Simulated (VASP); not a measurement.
Input:

```yaml
crystal:
  lattice:
    - [2.95039, 0.00000, 0.00000]
    - [-1.47520, 2.55511, 0.00000]
    - [0.00000, 0.00000, 16.81158]
  atoms:
    - { symbol: Mn, position: [0.66667, 0.33333, 0.50000], spin: 4.0 }
    - { symbol: S, position: [0.33333, 0.66667, 0.41638] }
    - { symbol: S, position: [0.33333, 0.66667, 0.58362] }
```

The numbers are results of PBE GGA, VASP's PBE PAW potentials (set 64) (plane waves; VASP), not measurements. Settings: 300 eV cut-off, 9×9×1 Γ-centred mesh, Fermi-Dirac smearing of 0.10 eV, potentials Mn_pv S.

The cell holds a wide vacuum, so values per volume refer to the whole cell. The moments were started parallel, and other spin orders were not tried in this run.

Problem. Give the spin-up energies of bands 6 to 17 at the high-symmetry points, in eV from the Fermi level.

Solution. 
```csv
band,Γ,M,K
6,-7.20,-7.81,-6.52
7,-3.62,-6.56,-6.33
8,-3.62,-5.21,-6.11
9,-2.79,-4.01,-4.69
10,-2.60,-2.70,-4.69
11,-2.60,-2.25,-2.84
12,-1.79,-2.03,-1.66
13,2.03,-0.45,-1.00
14,2.03,-0.31,0.61
15,2.18,2.24,0.68
16,2.18,2.42,2.64
17,4.28,4.42,5.18
```

Problem. Give the spin-down energies of bands 6 to 17 at the high-symmetry points, in eV from the Fermi level.

Solution. 
```tsv
band	Γ	M	K
6	-7.02	-7.75	-6.39
7	-2.95	-6.54	-6.23
8	-2.95	-4.95	-6.06
9	-2.82	-3.71	-4.71
10	-2.14	-2.52	-4.52
11	-2.14	-1.86	-2.60
12	-0.73	-1.54	-0.70
13	2.16	0.54	0.37
14	2.16	0.96	1.16
15	2.52	2.60	1.59
16	2.52	2.76	3.05
17	4.35	4.61	5.36
```

It has no gap at this level: it comes out as a metal or semimetal.

The cell is a sheet with vacuum, built from a generated structure.
